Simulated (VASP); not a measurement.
## ZnCd3: single point with PBEsol

The system is ZnCd3.

```xyz
4
Lattice="-2.1033 2.1033 4.2621 2.1033 -2.1033 4.2621 2.1033 2.1033 -4.2621" Properties=species:S:1:pos:R:3 pbc="T T T"
Cd    0.0000    0.0000    4.2621
Cd    2.1033    0.0000    2.1310
Cd    0.0000    2.1033    2.1310
Zn    0.0000    0.0000    0.0000
```

The cell comes from a database or a generator and needn't be the stable form of this composition.

The cell isn't the ideal one: Mg replaced by Cd, lengths x 1.010, strained and moved within the space group.

```yaml
Program: VASP 6.6.1
Task: single point
Functional: PBEsol
Potentials_or_basis: VASP PAW PBE potentials, release 64 (Cd, Zn)
Cutoff: 520 eV
k_mesh: 6 × 6 × 6
Occupations: gaussian, width 0.1 eV
Spin: no spin polarisation
Dipole_correction: no
Further_INCAR_settings: ALGO = Normal; EDIFF = 1e-06; NBANDS = 32
```

```yaml
Pressure: 2.5 GPa
Band_gap_on_the_k_mesh: none (metal or under the smearing width)
```

Stress tensor (GPa, compression positive):
```
1.81 0.00 0.00
0.00 1.81 0.00
0.00 0.00 3.95
```

Levels at points of the mesh, in eV from the Fermi level:
| k point | band 21 | band 22 | band 23 | band 24 | band 25 | band 26 | band 27 | band 28 |
| --- | --- | --- | --- | --- | --- | --- | --- | --- |
| (0.00, 0.00, 0.00) | -7.16 | -1.19 | 1.29 | 2.12 | 2.12 | 2.15 | 2.15 | 2.24 |
| (0.50, 0.00, 0.00) | -6.30 | -6.23 | -1.68 | -1.30 | 2.94 | 2.95 | 3.37 | 4.03 |
| (0.50, 0.50, 0.00) | -4.47 | -4.19 | -2.79 | -2.73 | -1.38 | -1.12 | 4.71 | 4.77 |
| (0.50, 0.50, 0.50) | -7.09 | -6.97 | -1.00 | -1.00 | 1.54 | 2.00 | 6.75 | 7.12 |

Run time: 68 s on 1 thread of Intel(R) Xeon(R) Platinum 8259CL CPU @ 2.50GHz (Skylake/Cascade Lake), on a shared host, peak memory 0.27 GiB.

Caveat: the PAW data sets were made with another functional, which shifts forces and pressure a little.
